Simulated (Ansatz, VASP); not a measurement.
# H74C36S4N4O13F12: VASP beside Ansatz, part 2 of 2

One calculation is typed for both programs; each brings its own data sets. How far apart do they land? The cell is taken from a series of runs on this material, whose earlier steps may have relaxed, scaled, displaced or heated it; both programs get it as it stands.

VASP 6.6.1 and Ansatz 0.2.0.

So far: Starting point; Ansatz: single point, PBE with D3(BJ).

### 3. VASP: single point, PBE with D3(BJ)

Level of this step: PBE with D3(BJ); plane waves and PAW (C, N, H, O, S, F) (VASP).

The same cell, functional, mesh and smearing now go to VASP, with its own data sets.

Lines of VASP's logs that name or quote its potential files are left out, and so is its time.

Input file INCAR:

```
SYSTEM = H74C36S4N4O13F12
PREC = Accurate
ENCUT = 600
EDIFF = 1E-06
NELM = 120
ISMEAR = 0
SIGMA = 0.025
LREAL = Auto
ALGO = Normal
GGA = PE
IVDW = 12
NBANDS = 312
LORBIT = 11
LWAVE = .FALSE.
LCHARG = .FALSE.
ISIF = 2
LASPH = .TRUE.
GGA_COMPAT = .FALSE.
EFERMI = MIDGAP
```

Input file POSCAR:

```
H74C36S4N4O13F12
1.0
   11.3892300000      0.0000000000      0.0000000000
    0.0000000000     11.3892300000      0.0000000000
    0.0000000000      0.0000000000     11.3892300000
C N H O S F
36 4 74 13 4 12
Direct
    0.7064300000      0.7280400000      0.9256300000
    0.6537200000      0.8065800000      0.8301900000
    0.6674400000      0.9347100000      0.8646800000
    0.7134300000      0.0342800000      0.6761400000
    0.6106700000      0.1411100000      0.8354700000
    0.4908700000      0.1333600000      0.8959700000
    0.4246100000      0.0327900000      0.8322900000
    0.5036500000      0.9995500000      0.7296900000
    0.8498700000      0.6755800000      0.4482000000
    0.7621300000      0.6166700000      0.3656000000
    0.7963400000      0.4894400000      0.3448800000
    0.5967000000      0.4188500000      0.2931900000
    0.7315600000      0.4838400000      0.1344500000
    0.7044300000      0.3868400000      0.0460000000
    0.7267700000      0.2700200000      0.1115800000
    0.7701800000      0.3040700000      0.2335600000
    0.3588100000      0.7461000000      0.0593000000
    0.2624500000      0.7737800000      0.1485400000
    0.1930100000      0.8808900000      0.1100800000
    0.1824200000      0.9980000000      0.2936700000
    0.0330100000      0.8436200000      0.2599100000
    0.9397700000      0.8181800000      0.1673100000
    0.9320100000      0.9314900000      0.0926900000
    0.0253000000      0.0138200000      0.1426400000
    0.3631300000      0.6907900000      0.6091900000
    0.2687200000      0.5952700000      0.6165900000
    0.3267900000      0.4752700000      0.6182200000
    0.1560900000      0.3764500000      0.7118200000
    0.1849000000      0.3570000000      0.4961000000
    0.2791200000      0.3053700000      0.4170600000
[... 107 atom lines left out ...]
    0.1305600000      0.8344000000      0.7933200000
    0.0478200000      0.7666800000      0.6335500000
    0.9445900000      0.8687700000      0.7590300000
    0.6407800000      0.8911200000      0.4201200000
    0.5244400000      0.7915400000      0.3041300000
    0.4510200000      0.9182200000      0.4286700000
```

Input file KPOINTS:

```
Automatic mesh
0
Gamma
1 1 1
0 0 0
```

The projector-augmented-wave data sets are C, N, H, O, S and F (PBE family, release 64).

Started as:

```
$ export OMP_NUM_THREADS=3
$ mpirun -np 1 vasp_gam
```

Numbers of over 12 decimals in the logs are rounded to 6 here.

Output:

```text
[banner, memory and clock lines left out]
running    1 mpi-ranks, on    1 nodes
[...]
Offloading initialized ...    1 GPUs detected
[...]
LDA part: xc-table for (Slater+PW92), standard interpolation
 POSCAR, INCAR and KPOINTS ok, starting setup
[...]
entering main loop
       N       E                     dE             d eps       ncg     rms          rms(c)
DAV:   1     0.362019775784E+04    0.36202E+04   -0.24890E+05   632   0.143E+03
DAV:   2    -0.465830398174E+03   -0.40860E+04   -0.38872E+04   784   0.325E+02
DAV:   3    -0.848845263235E+03   -0.38301E+03   -0.37988E+03   776   0.103E+02
DAV:   4    -0.857470922636E+03   -0.86257E+01   -0.85872E+01   792   0.169E+01
[...]
DAV:  18    -0.786274878939E+03    0.72962E-05   -0.27796E-05   784   0.152E-02    0.587E-03
DAV:  19    -0.786274877269E+03    0.16695E-05   -0.46730E-06   784   0.554E-03    0.352E-03
DAV:  20    -0.786274876308E+03    0.96095E-06   -0.79836E-07   520   0.340E-03
   1 F= -.79392769E+03 E0= -.79392769E+03  d E =0.000000E+00
```

Parts of OUTCAR (step 3):

```text
  FREE ENERGIE OF THE ION-ELECTRON SYSTEM (eV)
  ---------------------------------------------------
  free  energy   TOTEN  =      -793.9276866610 eV

  energy  without entropy=     -793.9276866610  energy(sigma->0) =     -793.92768666
```

The run ends at a pressure of -0.40 GPa, with forces up to 0.56 eV/Å.

### 4. Comparison

Known differences besides the potentials themselves: the cutoff is 420 eV in Ansatz and 600 eV in VASP (PREC = Accurate, projectors in real space). Total energies have different zeros and are not compared.

Compared:

| quantity | Ansatz | VASP | difference |
| --- | --- | --- | --- |
| pressure (GPa) | -0.30 | -0.40 | +0.11 |
| gap on the k mesh (eV) | 4.853 | 4.871 | -0.018 |

Forces on 7 of the 143 atoms, those with the largest forces and the largest differences (eV/Å; atoms numbered as in POSCAR):

| atom | Ansatz x, y, z | VASP x, y, z |
| --- | --- | --- |
| C33 | -0.017, -0.044, 0.049 | -0.410, -0.009, -0.084 |
| C34 | -0.130, -0.168, -0.087 | -0.524, -0.209, 0.014 |
| C35 | -0.089, 0.107, 0.000 | 0.006, 0.458, -0.185 |
| C36 | 0.088, 0.170, 0.083 | 0.121, 0.465, -0.204 |
| O118 | 0.068, 0.099, 0.195 | 0.165, 0.148, 0.382 |
| F136 | 0.080, 0.046, -0.009 | 0.293, 0.144, 0.306 |
| F142 | -0.041, -0.109, -0.008 | -0.100, -0.450, -0.178 |

The forces differ by 87 meV/Å r.m.s., which is 88.4 % of the r.m.s. force of 0.099 eV/Å (both taken over all components). A gap on the mesh is an upper bound, since the band edges may lie between its points.

### 5. What came out

```json
{"r.m.s. force difference (single point, PBE with D3(BJ))": "87 meV/Å"}
```

What this shows: The r.m.s. force difference is 87 meV/Å (single point, PBE with D3(BJ)), beyond the 12 meV/Å picked in this series as the mark of a large difference. What causes the difference of the single point, PBE with D3(BJ) pair stays open here. Such differences can come from data sets, numerical settings and the points named under the comparisons, not from the functional's error against experiment.

[Lines on the potential files, build, host, timing and source positions are cut from VASP's logs without a mark.]

[Logs are printed without paths, hosts, clocks, repeated set-up lines and the standing remarks that a program may print on its own settings, such as how far it seeks lower states.]

[Hosts, paths, dates, database ids (printed as entryN), source tags and the programs' standing remarks are cut or masked in the printed files.]
